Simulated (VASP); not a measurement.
## Re under uniaxial stress along [0001]

Wanted: the elastic response of Re to uniaxial stress along [0001], with a fit that predicts a row left out.

Main program and level: VASP 6.6.1; PBEsol; plane waves and PAW (Re), in the first sound run; inputs show where later runs differ.

## (1) Starting point

The structure is hexagonal, space group P6_3/mmc (No. 194). Conventional cell: a = 2.760 Å, b = 2.760 Å, c = 4.457 Å, α = 90.00°, β = 90.00°, γ = 120.00°. Nearest to Re lie 12 Re at 2.74 to 2.76 Å.

Coordinates:

```xyz
2
Lattice="2.7600 0.0000 0.0000 -1.3800 2.3902 0.0000 0.0000 0.0000 4.4574" Properties=species:S:1:pos:R:3 pbc="T T T"
Re    0.0000    0.0000    0.0000
Re    0.0000    1.5935    2.2287
```

## (2) Relax the crystal, PBEsol

The series starts from the cell that this level prefers, so that zero strain is near zero stress.

This step took 2 runs in a row; the last is shown.

Level: PBEsol; plane waves and PAW (Re).

File INCAR:

```
SYSTEM = Re
PREC = Accurate
ENCUT = 450
EDIFF = 1E-07
NELM = 120
ISMEAR = 1
SIGMA = 0.15
LREAL = .FALSE.
ALGO = Normal
GGA = PS
NBANDS = 13
LASPH = .TRUE.
LORBIT = 11
LWAVE = .FALSE.
LCHARG = .FALSE.
KPAR = 8
IBRION = 2
NSW = 40
ISIF = 3
EDIFFG = -0.005
POTIM = 0.4
```

File POSCAR:

```
Re
1.0
    2.7507479440      0.0000000000      0.0000000000
   -1.3753739720      2.3822175989      0.0000000000
    0.0000000000      0.0000000000      4.4425567483
Re
2
Direct
    0.0000000000      0.0000000000      0.0000000000
    0.3333333333      0.6666666667      0.5000000000
```

File KPOINTS:

```
Automatic mesh
0
Gamma
24 24 13
0 0 0
```

PAW data sets: Re (PBE family, release 64).

Run with:

```sh
$ mpirun -np 8 vasp_std
```

The log of the run:

```text
[banner, memory and clock lines left out]
running    8 mpi-ranks, on    1 nodes
[...]
|                                                                             |
|           W    W    AA    RRRRR   N    N  II  N    N   GGGG   !!!           |
|           W    W   A  A   R    R  NN   N  II  NN   N  G    G  !!!           |
|           W    W  A    A  R    R  N N  N  II  N N  N  G       !!!           |
|           W WW W  AAAAAA  RRRRR   N  N N  II  N  N N  G  GGG   !            |
|           WW  WW  A    A  R   R   N   NN  II  N   NN  G    G                |
|           W    W  A    A  R    R  N    N  II  N    N   GGGG   !!!           |
|                                                                             |
|     For optimal performance we recommend to set                             |
|       NCORE = 2 up to number-of-cores-per-socket                            |
|     NCORE specifies how many cores store one orbital (NPAR=cpu/NCORE).      |
|     This setting can greatly improve the performance of VASP for DFT.       |
[...]
N       E                     dE             d eps       ncg     rms          rms(c)
DAV:   1    -0.267360271534E+02   -0.18881E-05   -0.52197E-04 15054   0.114E+00    0.684E-02
DAV:   2    -0.267360235622E+02    0.35912E-05   -0.50028E-06 18723   0.714E-02    0.244E-02
DAV:   3    -0.267360222513E+02    0.13109E-05   -0.17738E-06 18159   0.416E-02    0.276E-03
DAV:   4    -0.267360222052E+02    0.46111E-07   -0.66455E-09  8226   0.293E-03
   2 F= -.26736022E+02 E0= -.26736259E+02  d E =0.305165E-05
 trial-energy change:    0.000003  1 .order    0.000002   -0.000003    0.000008
 step:   0.2117(harm=  0.2816)  dis= 0.00000  next Energy=   -26.736026 (dE=-0.309E-06)
[...]
N       E                     dE             d eps       ncg     rms          rms(c)
DAV:   1    -0.267360274090E+02   -0.51577E-05   -0.32433E-04 14643   0.898E-01    0.524E-02
DAV:   2    -0.267360256834E+02    0.17257E-05   -0.30804E-06 18654   0.555E-02    0.185E-02
DAV:   3    -0.267360254282E+02    0.25520E-06   -0.10826E-06 15270   0.324E-02    0.227E-03
DAV:   4    -0.267360254717E+02   -0.43559E-07   -0.49970E-09 10116   0.240E-03
   3 F= -.26736025E+02 E0= -.26736262E+02  d E =-.214904E-06
[...]
reached required accuracy - stopping structural energy minimisation
```

Run time: 26 s. Hardware: 8 MPI ranks of AMD EPYC 7R13 (Zen 3), shared host; peak memory 1.7 GiB.

The logs omit lines about the potential files and the build; timing stands in the text.

From OUTCAR (step 2):

```text
  Total       -0.0005696     -0.0005696      0.0037158     -0.0000000     -0.0000000      0.0000000
  in kB       -0.0313434     -0.0313434      0.2044840     -0.0000000     -0.0000000      0.0000000
  external PRESSURE =       0.0472657 kB  Pullay stress =       0.0000000 kB

 POSITION                                       TOTAL-FORCE (eV/Angst)
 -----------------------------------------------------------------------------------
      0.00000      0.00000      0.00000         0.000000      0.000000      0.000000
     -0.00000      1.58817      2.22138        -0.000000      0.000000      0.000000
 -----------------------------------------------------------------------------------
    total drift:                                0.000000     -0.000000     -0.000000

  FREE ENERGIE OF THE ION-ELECTRON SYSTEM (eV)
  ---------------------------------------------------
  free  energy   TOTEN  =       -26.7360254717 eV

  energy  without entropy=      -26.7367355162  energy(sigma->0) =      -26.73626215

 reached required accuracy - stopping structural energy minimisation

[... 3 further parts left out ...]
[key lines of the parts left out:]
E-fermi :   7.8411
```

Read from the output:

| Quantity | Value |
| --- | --- |
| energy(sigma→0) of the program | -26.7363 eV |
| stress, compression positive | xx, yy, zz 0.00, 0.00, 0.02 GPa |
| volume | 29.114 Å³ |
| ionic steps | 3 |

## (3) Strain across the axis, PBEsol

One member in full: the axis is strained by -1 %, and the two directions across it are strained alike until their mean stress is under 0.012 GPa or five steps are spent.

This step took 3 runs, each at a new trial strain with the atoms of the one before; the last is shown.

Level: PBEsol; plane waves and PAW (Re).

Changes to INCAR since step 2:

```diff
@@ -15,7 +15,7 @@
 LCHARG = .FALSE.
-KPAR = 8
-IBRION = 2
-NSW = 40
-ISIF = 3
-EDIFFG = -0.005
-POTIM = 0.4
+KPAR = 2
+IBRION = 1
+NSW = 25
+ISIF = 2
+EDIFFG = -0.004
+POTIM = 0.3
```

File POSCAR:

```
Re
1.0
    2.7581960950      0.0000000000      0.0000000000
   -1.3790980480      2.3886678870      0.0000000000
    0.0000000000      0.0000000000      4.3983289900
Re
2
Direct
    0.0000000000      0.0000000000      0.0000000000
    0.3333333333      0.6666666667      0.5000000000
```

KPOINTS is that of step 2.

Run with:

```sh
$ mpirun -np 2 vasp_std
```

The log of the run:

```text
[banner, memory and clock lines left out]
running    2 mpi-ranks, on    1 nodes
[...]
[... a notice as in an earlier step ...]

 LDA part: xc-table for (Slater+PW92), standard interpolation
 POSCAR, INCAR and KPOINTS ok, starting setup
[...]
entering main loop
       N       E                     dE             d eps       ncg     rms          rms(c)
DAV:   1     0.181087124653E+02    0.18109E+02   -0.64891E+03 22144   0.123E+03
DAV:   2    -0.268433920245E+02   -0.44952E+02   -0.39843E+02 18350   0.279E+02
DAV:   3    -0.282094988626E+02   -0.13661E+01   -0.12741E+01 19340   0.563E+01
DAV:   4    -0.282270080346E+02   -0.17509E-01   -0.17283E-01 17600   0.413E+00
[...]
DAV:  11    -0.267305206962E+02   -0.74942E-06   -0.73960E-07 16199   0.190E-02    0.265E-03
DAV:  12    -0.267305204256E+02    0.27065E-06   -0.18902E-07 12243   0.673E-03    0.133E-03
DAV:  13    -0.267305204234E+02    0.21623E-08   -0.21411E-08  9701   0.460E-03
   1 F= -.26730520E+02 E0= -.26730687E+02  d E =-.267305E+02
 BRION: g(F)=  0.939E-51 g(S)=  0.000E+00
 reached required accuracy - stopping structural energy minimisation
```

Run time: 48 s. Hardware: 2 MPI ranks; peak memory 0.4 GiB; 93 s of CPU time.

OUTCAR, selected parts (step 3):

```text
  Total       -0.0020202     -0.0020202      1.0751373      0.0000000      0.0000000      0.0000000
  in kB       -0.1116958     -0.1116958     59.4437051      0.0000000      0.0000000      0.0000000
  external PRESSURE =      19.7401045 kB  Pullay stress =       0.0000000 kB

 POSITION                                       TOTAL-FORCE (eV/Angst)
 -----------------------------------------------------------------------------------
      0.00000      0.00000      0.00000         0.000000     -0.000000      0.000000
     -0.00000      1.59245      2.19916        -0.000000      0.000000      0.000000
 -----------------------------------------------------------------------------------
    total drift:                                0.000000     -0.000000     -0.000000

  FREE ENERGIE OF THE ION-ELECTRON SYSTEM (eV)
  ---------------------------------------------------
  free  energy   TOTEN  =       -26.7305204234 eV

  energy  without entropy=      -26.7310186965  energy(sigma->0) =      -26.73068651

[... 2 parts as in an earlier step ...]

[... 2 further parts left out ...]
[key lines of the parts left out:]
E-fermi :   7.8814
```

This run gave:

| Item | Value |
| --- | --- |
| energy(sigma→0) of the program | -26.7307 eV |
| stress, compression positive | xx, yy, zz -0.01, -0.01, 5.94 GPa |
| ionic steps | 1 |

## (4) The whole series

The other members went through these steps as far as the tables show, with the same cutoff and, step by step, the same mesh; 30 runs are not shown. The session took 0.92 core hours (wall time by ranks) on a shared machine.

```csv
strain along the axis (%),strain across the axis (%),"stress along the axis, tension positive (GPa)","energy above the unstrained row, extrapolated to no smearing (meV/atom)"
-2.000,0.567,-11.737,10.902
-1.500,0.415,-8.816,6.187
-1.000,0.269,-5.944,2.788
-0.500,0.129,-3.022,0.706
0,0.000,-0.020,0.000
0.500,-0.124,2.969,0.677
1.000,-0.243,5.905,2.682
1.500,-0.356,?,?
2.000,-0.464,11.710,10.615
```

## (5) Stress from the known rows

Fitting a parabola to the 8 known rows (e: strain in %) gives stress = 0.003333 e² + 5.877 e − 0.02271 in GPa; the residuals are 0.041 GPa r.m.s.

At e = 1.5 this predicts 8.801 GPa.

## (6) Prediction against calculation

The calculation gives 8.821 GPa, so the prediction is 0.020 GPa too low, within twice the residual of the fit.

Slopes at zero strain, from cubics through all rows: strain ratio -0.255, stress over strain 594 GPa.

## (7) Outcome

```yaml
error_of_the_predicted_stress: -0.020 GPa
poisson_ratio: 0.255
young_s_modulus_along_the_axis: 594 GPa
```

What this shows: As a check, the curvature of the energy gives 601 GPa for the same modulus (energy per volume = E/2 × strain²), 1 % from the slope of the stress; these energies are extrapolated to no smearing, while the stress belongs to the free energy, so part of the difference may come from that. These are static values: temperature and zero-point motion are left out. In a metal the slopes also depend on mesh and smearing, which were held through the series.

[Lines on the potential files, build, host, timing and source positions are cut from VASP's logs without a mark.]

[Logs are printed without paths, hosts, clocks, repeated set-up lines and the standing remarks that a program may print on its own settings, such as how far it seeks lower states.]

[Hosts, paths, dates, database ids (printed as entryN), source tags and the programs' standing remarks are cut or masked in the printed files.]

[In band tables of VASP the shares of atoms and orbitals are scaled to a sum of 1 inside the atoms' spheres.]
